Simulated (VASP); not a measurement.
These are r2SCAN meta-GGA, VASP's PBE PAW potentials (set 64) (plane waves; VASP) values and carry that method's errors.

VASP input:

File POSCAR:
```
SnO2
1
    4.7380007900     0.0000000000     0.0000000000
    0.0000000000     5.7515655538     0.0000000000
    0.0000000000     0.0000000000     5.2481062261
Sn O
4 8
Direct
  0.5000000000   0.6654562142   0.7500000000
  0.5000000000   0.3345437858   0.2500000000
  0.0000000000   0.8345437858   0.2500000000
  0.0000000000   0.1654562142   0.7500000000
  0.7302500753   0.6071689616   0.0786395906
  0.2697499247   0.3928310384   0.9213604094
  0.7697499247   0.8928310384   0.5786395906
  0.2302500753   0.1071689616   0.4213604094
  0.2302500753   0.8928310384   0.9213604094
  0.7697499247   0.1071689616   0.0786395906
  0.2697499247   0.6071689616   0.4213604094
  0.7302500753   0.3928310384   0.5786395906
```

### INCAR
```
! general
SYSTEM  = SnO2
PREC    = Accurate
ENCUT   = 520   ! plane-wave cut-off (eV)
LREAL   = .FALSE.   ! projection in real space or not
LASPH   = .TRUE.   ! aspherical one-centre terms

! electronic loop
EDIFF   = 1E-7
NELM    = 100   ! most electronic steps
ALGO    = Normal   ! blocked Davidson
LMAXMIX = 4
LMIXTAU = .TRUE.

! smearing
ISMEAR  = -5   ! tetrahedra, Bloechl

! functional
METAGGA = R2SCAN

! ions
ISIF    = 2

! output
LWAVE   = .FALSE.
LCHARG  = .FALSE.
LORBIT  = 11   ! lm-projected
NEDOS   = 601

! other
LEFG    = .TRUE.
```

KPOINTS:
```
kpoints
0
gamma
 5 5 5
```

### KPOINTS_OPT
```
k-points along high-symmetry lines
5
Line-mode
Reciprocal
  0.000000   0.000000   0.000000 ! GAMMA
  0.500000   0.000000   0.000000 ! X

  0.500000   0.000000   0.000000 ! X
  0.500000   0.500000   0.000000 ! S

  0.500000   0.500000   0.000000 ! S
  0.000000   0.500000   0.000000 ! Y

  0.000000   0.500000   0.000000 ! Y
  0.000000   0.000000   0.000000 ! GAMMA

  0.000000   0.000000   0.000000 ! GAMMA
  0.000000   0.000000   0.500000 ! Z

  0.000000   0.000000   0.500000 ! Z
  0.500000   0.000000   0.500000 ! U

  0.500000   0.000000   0.500000 ! U
  0.500000   0.500000   0.500000 ! R

  0.500000   0.500000   0.500000 ! R
  0.000000   0.500000   0.500000 ! T

  0.000000   0.500000   0.500000 ! T
  0.000000   0.000000   0.500000 ! Z

  0.500000   0.000000   0.000000 ! X
  0.500000   0.000000   0.500000 ! U

  0.000000   0.500000   0.000000 ! Y
  0.000000   0.500000   0.500000 ! T

  0.500000   0.500000   0.000000 ! S
  0.500000   0.500000   0.500000 ! R
```

POTCAR, in this order: Sn_d O (PBE.64 set). Program: vasp_std.

What VASP printed:

File OSZICAR:
```
       N       E                     dE             d eps       ncg     rms          rms(c)
DAV:   1     0.154031818634E+04    0.15403E+04   -0.50136E+04  3754   0.273E+03
DAV:   2     0.155514672638E+03   -0.13848E+04   -0.13303E+04  3484   0.813E+02
DAV:   3    -0.178416774715E+03   -0.33393E+03   -0.32672E+03  3666   0.294E+02
DAV:   4    -0.205675393619E+03   -0.27259E+02   -0.26956E+02  4096   0.931E+01
DAV:   5    -0.206513256539E+03   -0.83786E+00   -0.83422E+00  3904   0.169E+01    0.220E+01
DAV:   6    -0.177172144232E+03    0.29341E+02   -0.30809E+01  4940   0.722E+01    0.951E+00
DAV:   7    -0.166577300208E+03    0.10595E+02   -0.56612E+00  5084   0.191E+01    0.450E+00
DAV:   8    -0.178293994234E+03   -0.11717E+02   -0.37330E+00  4320   0.128E+01    0.334E+00
DAV:   9    -0.170067329731E+03    0.82267E+01   -0.10598E+00  3574   0.682E+00    0.102E+00
DAV:  10    -0.169107825405E+03    0.95950E+00   -0.85820E-01  3910   0.524E+00    0.590E-01
DAV:  11    -0.168998620262E+03    0.10921E+00   -0.59225E-02  3896   0.167E+00    0.538E-01
DAV:  12    -0.168997361736E+03    0.12585E-02   -0.26198E-03  5252   0.374E-01    0.434E-01
DAV:  13    -0.168796962776E+03    0.20040E+00   -0.51576E-02  3976   0.170E+00    0.155E-01
DAV:  14    -0.169029633149E+03   -0.23267E+00   -0.84272E-02  3584   0.200E+00    0.306E-01
DAV:  15    -0.169056600855E+03   -0.26968E-01   -0.79803E-03  3666   0.620E-01    0.312E-01
DAV:  16    -0.169058225411E+03   -0.16246E-02   -0.50438E-04  3996   0.142E-01    0.283E-01
DAV:  17    -0.169057056886E+03    0.11685E-02   -0.28951E-04  3630   0.110E-01    0.207E-01
DAV:  18    -0.169059869956E+03   -0.28131E-02   -0.28625E-03  3702   0.271E-01    0.479E-02
DAV:  19    -0.169059869377E+03    0.57970E-06   -0.18004E-04  4432   0.867E-02    0.381E-02
DAV:  20    -0.169060031464E+03   -0.16209E-03   -0.62366E-05  4258   0.539E-02    0.209E-02
DAV:  21    -0.169059997751E+03    0.33713E-04   -0.62318E-05  4456   0.965E-02    0.298E-02
DAV:  22    -0.169060036110E+03   -0.38358E-04   -0.40892E-05  3760   0.325E-02    0.125E-02
DAV:  23    -0.169060054451E+03   -0.18342E-04   -0.90738E-06  4190   0.158E-02    0.340E-03
DAV:  24    -0.169060063600E+03   -0.91484E-05   -0.90626E-07  4186   0.106E-02    0.210E-03
DAV:  25    -0.169060067045E+03   -0.34449E-05   -0.11882E-06  3392   0.640E-03    0.385E-03
DAV:  26    -0.169060068339E+03   -0.12940E-05   -0.36884E-07  2846   0.384E-03    0.165E-03
DAV:  27    -0.169060068489E+03   -0.15040E-06   -0.14018E-07  2298   0.262E-03    0.943E-04
DAV:  28    -0.169060068666E+03   -0.17726E-06   -0.10455E-07  2022   0.196E-03    0.192E-04
DAV:  29    -0.169060068668E+03   -0.21046E-08   -0.14688E-08  1938   0.929E-04
   1 F= -.16906007E+03 E0= -.16906007E+03  d E =0.000000E+00
       N       E                     dE             ncg
       N       E                     dE             ncg
       N       E                     dE             ncg
```

**OUTCAR**
```
------------------------ aborting loop because EDIFF is reached ----------------------------------------
  FORCE on cell =-STRESS in cart. coord.  units (eV):
  Direction    XX          YY          ZZ          XY          YZ          ZX
  --------------------------------------------------------------------------------------
  Total        0.0314337      0.0012105     -0.0289733      0.0000000      0.0000000      0.0000000
  in kB        0.3521452      0.0135606     -0.3245826      0.0000000      0.0000000      0.0000000
  external PRESSURE =       0.0137077 kB  Pullay stress =       0.0000000 kB
  volume of cell :      143.02
      direct lattice vectors                 reciprocal lattice vectors
     4.738000790  0.000000000  0.000000000     0.211059484  0.000000000  0.000000000
     0.000000000  5.751565554  0.000000000     0.000000000  0.173865705  0.000000000
     0.000000000  0.000000000  5.248106226     0.000000000  0.000000000  0.190544924
 POSITION                                       TOTAL-FORCE (eV/Angst)
 -----------------------------------------------------------------------------------
      2.36900      3.82742      3.93608         0.000000     -0.011128      0.000000
      2.36900      1.92415      1.31203         0.000000      0.011128      0.000000
      0.00000      4.79993      1.31203         0.000000      0.011128      0.000000
      0.00000      0.95163      3.93608         0.000000     -0.011128      0.000000
      3.45993      3.49217      0.41271        -0.014390      0.004148      0.004233
      1.27808      2.25939      4.83540         0.014390     -0.004148     -0.004233
      3.64708      5.13518      3.03676         0.014390     -0.004148      0.004233
      1.09093      0.61639      2.21134        -0.014390      0.004148     -0.004233
      1.09093      5.13518      4.83540        -0.014390     -0.004148     -0.004233
      3.64708      0.61639      0.41271         0.014390      0.004148      0.004233
      1.27808      3.49217      2.21134         0.014390      0.004148     -0.004233
      3.45993      2.25939      3.03676        -0.014390     -0.004148      0.004233
 -----------------------------------------------------------------------------------
    total drift:                               -0.000000      0.000000     -0.000000
  FREE ENERGIE OF THE ION-ELECTRON SYSTEM (eV)
  ---------------------------------------------------
  free  energy   TOTEN  =      -169.0600686684 eV

  energy  without entropy=     -169.0600686684  energy(sigma->0) =     -169.06006867

 total charge

# of ion       s       p       d       tot
------------------------------------------
    1        0.833   1.094  10.368  12.295
    2        0.833   1.094  10.368  12.295
    3        0.833   1.094  10.368  12.295
    4        0.833   1.094  10.368  12.295
    5        1.563   3.533   0.000   5.096
    6        1.563   3.533   0.000   5.096
    7        1.563   3.533   0.000   5.096
    8        1.563   3.533   0.000   5.096
    9        1.563   3.533   0.000   5.096
   10        1.563   3.533   0.000   5.096
   11        1.563   3.533   0.000   5.096
   12        1.563   3.533   0.000   5.096
--------------------------------------------------
tot         15.837  32.640  41.473  89.949
```
(Selected blocks of OUTCAR.)

The structure comes from a computed database's SnO2 entry (Pbcn); how it stands against other phases isn't given here. It was relaxed first.
